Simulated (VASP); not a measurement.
Here is a VASP 6.6.1 calculation.

INCAR

```
PREC = Normal
ENCUT = 520
EDIFF = 1E-4
ISMEAR = 0
SIGMA = 0.15
LREAL = F
LASPH = T
NELM = 60
ALGO = Fast
ISIF = 3
LWAVE = F
LCHARG = F
GGA = PE
IBRION = 2
NSW = 24
EDIFFG = -0.08
```

Contents of KPOINTS:

```
Automatic mesh
0
Gamma
  4 4 4
```

POSCAR

```
Cd2TeO
1.0
   -2.4327957900      2.9362620000      3.5500462600
    2.4327957900     -2.9362620000      3.5500462600
    2.4327957900      2.9362620000     -3.5500462600
Cd Te O
2 1 1
Direct
    0.0000000000      0.5000000000      0.5000000000
    0.5000000000      0.5000000000      0.0000000000
    0.5000000000      0.0000000000      0.5000000000
    0.0000000000      0.0000000000      0.0000000000
```

Potentials or basis: VASP PAW PBE potentials, release 64 (Cd, Te, O).

The run is started by

```bash
$ cat potpaw_PBE.64/Cd/POTCAR potpaw_PBE.64/Te/POTCAR potpaw_PBE.64/O/POTCAR > POTCAR
$ mpirun -np 1 vasp_std > vasp.out
```

Predict the space group after relaxing (to 0.05 Å).

Immm (No. 71).

Estimate the relaxed cell.

a = 4.861 Å, b = 4.861 Å, c = 4.861 Å, α = 108.52°, β = 112.41°, γ = 107.52°.

Stress tensor (GPa, compression positive):
```
 0.02  0.00  0.00
 0.00 -0.01  0.00
 0.00  0.00 -0.13
```

Caveat: the k mesh is coarse (spacing up to 0.42 Å⁻¹), so the values aren't converged. The run has no spin-orbit coupling, so splittings on Te are missing.
